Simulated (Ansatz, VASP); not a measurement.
# Ta2NbO3: VASP beside Ansatz

```
Ta Nb O
1.0
     2.55399    1.47455    3.96776
    -2.55399    1.47455    3.96776
     0.00000   -2.94909    3.96776
Ta Nb O
2 1 3
Direct
  0.77632 0.77632 0.77632
  0.22368 0.22368 0.22368
  0.50000 0.50000 0.50000
  0.00000 0.50000 0.50000
  0.50000 0.00000 0.50000
  0.50000 0.50000 0.00000
```

Change from the starting cell: species swapped into the Eu2Al3Ga type (R-3m, No. 166).

Alike in both runs: functional PBE; k mesh 6 × 6 × 6; occupations gaussian, width 0.1 eV; no spin polarisation.

Ansatz relaxed the structure, and its values are those at the end. VASP's run is a single point on that final structure, the one shown.

|  | VASP | Ansatz |
| --- | --- | --- |
| version | VASP 6.6.1 | Ansatz 0.2.0 |
| potentials or method | VASP PAW PBE potentials, release 64 (Ta_pv, Nb_sv, O) | scalar-relativistic, plane waves, PAW |
| plane-wave cutoff (eV) | 520 | 420 |
| valence electrons in the cell | 53 | 57 |

Ansatz gave:

```
gap on the k mesh at the Fermi level (eV) : none
pressure (GPa)                            : 0.0
rms of the force components (eV/Å)        : 0.005
```

Problem. Estimate VASP's values.

Solution. gap on the k mesh at the Fermi level (eV): none; pressure (GPa): 0.3; rms of the force components (eV/Å): 0.048.

A gap of «none» marks a metal or a gap that the smearing closes. The functional is the same, so the differences come from potentials, cutoffs and numerics. The two sets of potentials don't hold the same shells in valence.

Caveats: an odd number of electrons without spin polarisation forces a metal; a magnetic or distorted state may lie lower. The runs have no spin-orbit coupling, so splittings on Ta are missing.
